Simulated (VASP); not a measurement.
Given:

```
Ta
1.0
   -1.65000     1.65000     1.65000
    1.65000    -1.65000     1.65000
    1.65000     1.65000    -1.65000
Ta
1
Direct
  0.00000   0.00000   0.00000
```

Level of theory: PBE GGA, VASP's PBE PAW potentials (set 64) (plane waves; VASP). Run with 400 eV cut-off, 14×14×14 Γ-centred mesh, first-order Methfessel-Paxton smearing of 0.10 eV, potentials Ta_pv.

Unless said otherwise, spin-orbit coupling is left out, though it shifts the bands of the heavy elements here.

Problem. What does the run give for the energy per atom (σ→0), pressure, band gap (on the k-mesh) with the smallest direct gap where there is one?

Solution. 
```
Item                                                         Value
------------------------  ----------------------------------------
band gap (on the k-mesh)  none (metal, semimetal or under 0.01 eV)
energy per atom (σ→0)                              -11.815 eV/atom
pressure                                                  3.70 GPa
```

Only differences to runs with the same potentials and settings are physical.

The compound is Ta in the bcc structure. The cell was not relaxed at this level.
